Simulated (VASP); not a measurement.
Output of a VASP run:

**OSZICAR**
```
       N       E                     dE             d eps       ncg     rms          rms(c)
DAV:   1     0.153167125112E+03    0.15317E+03   -0.11021E+04   840   0.145E+03
DAV:   2    -0.224514226105E+02   -0.17562E+03   -0.16817E+03   840   0.312E+02
DAV:   3    -0.303138144364E+02   -0.78624E+01   -0.76140E+01   948   0.864E+01
DAV:   4    -0.304703666635E+02   -0.15655E+00   -0.15627E+00   973   0.110E+01
DAV:   5    -0.304755638720E+02   -0.51972E-02   -0.51968E-02   981   0.194E+00    0.229E+01
DAV:   6    -0.292759896040E+02    0.11996E+01   -0.56120E+01   944   0.119E+02    0.153E+01
DAV:   7    -0.263045249199E+02    0.29715E+01   -0.15225E+01   933   0.631E+01    0.521E+00
DAV:   8    -0.262079841677E+02    0.96541E-01   -0.62615E-01   928   0.701E+00    0.148E+00
DAV:   9    -0.261911307812E+02    0.16853E-01   -0.27269E-02  1146   0.225E+00    0.577E-01
DAV:  10    -0.261884514519E+02    0.26793E-02   -0.36784E-03  1044   0.477E-01    0.166E-01
DAV:  11    -0.261883081698E+02    0.14328E-03   -0.47300E-04  1217   0.255E-01    0.457E-02
DAV:  12    -0.261883015903E+02    0.65795E-05   -0.54830E-05   906   0.842E-02    0.145E-02
DAV:  13    -0.261883006274E+02    0.96290E-06   -0.88745E-06   942   0.193E-02
   1 F= -.26188301E+02 E0= -.26185670E+02  d E =-.526058E-02
```

File OUTCAR:
```
------------------------ aborting loop because EDIFF is reached ----------------------------------------
  FORCE on cell =-STRESS in cart. coord.  units (eV):
  Direction    XX          YY          ZZ          XY          YZ          ZX
  --------------------------------------------------------------------------------------
  Total        4.2177744      4.2177744      4.2177744     -0.0000000     -0.0000000      0.0000000
  in kB      173.6285470    173.6285470    173.6285470     -0.0000000     -0.0000000      0.0000000
  external PRESSURE =     173.6285470 kB  Pullay stress =       0.0000000 kB
  volume of cell :       38.92
      direct lattice vectors                 reciprocal lattice vectors
     3.388891000  0.000000000  0.000000000     0.295081783  0.000000000  0.000000000
     0.000000000  3.388891000  0.000000000     0.000000000  0.295081783  0.000000000
     0.000000000  0.000000000  3.388891000     0.000000000  0.000000000  0.295081783
 POSITION                                       TOTAL-FORCE (eV/Angst)
 -----------------------------------------------------------------------------------
      0.00000      0.00000      0.00000         0.000000      0.000000      0.000000
      0.00000      1.69445      1.69445         0.000000      0.000000      0.000000
      1.69445      0.00000      1.69445         0.000000      0.000000      0.000000
      1.69445      1.69445      0.00000         0.000000      0.000000      0.000000
 -----------------------------------------------------------------------------------
    total drift:                               -0.000000     -0.000000      0.000000
  FREE ENERGIE OF THE ION-ELECTRON SYSTEM (eV)
  ---------------------------------------------------
  free  energy   TOTEN  =       -26.1883006274 eV

  energy  without entropy=      -26.1830400457  energy(sigma->0) =      -26.18567034
```
(Selected blocks of OUTCAR.)

POSCAR:
```
Ni3Si
1
    3.3888910000     0.0000000000     0.0000000000
    0.0000000000     3.3888910000     0.0000000000
    0.0000000000     0.0000000000     3.3888910000
Si Ni
1 3
Direct
  0.0000000000   0.0000000000   0.0000000000
  0.0000000000   0.5000000000   0.5000000000
  0.5000000000   0.0000000000   0.5000000000
  0.5000000000   0.5000000000   0.0000000000
```

Task: Reconstruct the remaining input files.

Result: Several could match; the one computed here: the input of the run itself, PBEsol GGA, plane waves, VASP's PBE PAW potentials (set 64).

**KPOINTS**
```
kpoints
0
Gamma
7 7 7
```

**INCAR**
```
SYSTEM  =  Ni3Si
PREC  =  Accurate; ENCUT  =  300; LREAL  =  .FALSE.
LASPH  =  .TRUE.
EDIFF  =  1E-6; NELM  =  100; ALGO  =  Normal
LMAXMIX  =  4
ISMEAR  =  0; SIGMA  =  0.1
GGA  =  PS
ISIF  =  2
LWAVE  =  .FALSE.; LCHARG  =  .FALSE.
```

POTCAR, in this order: Si Ni (PBE.64 set). Program: vasp_std.

At this cut-off the stress carries a Pulay error, which pulls relaxed volumes low.

The structure is a typed Ni3Si crystal. The cell was not relaxed at this level, and its volume differs by -5.9 % from the start's. The run is not spin-polarised, so no magnetic state was tried.
